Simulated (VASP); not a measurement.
Consider the following.

```yaml
crystal:
  lattice:
    - [3.11000, 0.00000, 0.00000]
    - [0.00000, 3.11000, 0.00000]
    - [0.00000, 0.00000, 3.11000]
  atoms:
    - { symbol: Tc, position: [0.00000, 0.00000, 0.00000] }
    - { symbol: Ti, position: [0.50000, 0.50000, 0.50000] }
```

Method: PBEsol GGA, VASP's PBE PAW potentials (set 64) (plane waves; VASP 6.6.1). Settings: 300 eV cut-off, 11×11×11 Γ-centred mesh, Gaussian smearing of 0.10 eV, potentials Tc_pv Ti_sv.

At this cut-off the stress carries a Pulay error, which pulls relaxed volumes low.

Problem. Give the stress tensor in GPa (positive for a compressed cell).

Solution. 
```
-9.15   0.00   0.00
 0.00  -9.15   0.00
 0.00   0.00  -9.15
```
The pressure is its mean diagonal, -9.15 GPa.

The structure comes from a measured TiTc entry of the Crystallography Open Database, whose conditions weren't checked. The cell was not relaxed at this level. The electron count is odd and the run is not spin-polarised, which forces a metal.
